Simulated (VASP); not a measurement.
## Sn3Ge (space group Fm-3m): computed properties

Level of theory: PBEsol GGA, VASP's PBE PAW potentials (set 64) (plane waves; VASP).

```
Property                                                                                                Value
----------------------------------  -------------------------------------------------------------------------
space group                                                                                       Fm-3m (225)
cell                                a = 7.281 Å, b = 7.281 Å, c = 7.281 Å, α = 90.00°, β = 90.00°, γ = 90.00°
volume per atom                                                                                 24.12 Å³/atom
band gap (over mesh and band path)                                   none (metal, semimetal or under 0.01 eV)
density                                                                                            7.38 g/cm³
```

```cif
data_Ge4Sn12
_chemical_formula_sum 'Sn12 Ge4'
_space_group_name_H-M_alt 'Fm-3m'
_space_group_IT_number 225
_space_group_name_Hall '-F 4 2 3'
_cell_length_a 7.28088
_cell_length_b 7.28088
_cell_length_c 7.28088
_cell_angle_alpha 90.000
_cell_angle_beta 90.000
_cell_angle_gamma 90.000
loop_
_atom_site_label
_atom_site_type_symbol
_atom_site_symmetry_multiplicity
_atom_site_Wyckoff_symbol
_atom_site_fract_x
_atom_site_fract_y
_atom_site_fract_z
_atom_site_occupancy
Sn1 Sn 8 c 0.25000 0.25000 0.25000 1
Sn2 Sn 4 b 0.50000 0.50000 0.50000 1
Ge1 Ge 4 a 0.00000 0.00000 0.00000 1
```
(The calculation used a cell of 4 atoms; values per cell refer to that cell.)

Unless said otherwise, spin-orbit coupling is left out, though it shifts the bands of the heavy elements here.

The structure comes from a computed database's Sn3Ge entry (Fm-3m); how it stands against other phases isn't given here. It was relaxed first, which changed the volume by -5 %. Symmetry was kept, so distortions that lower it aren't found.
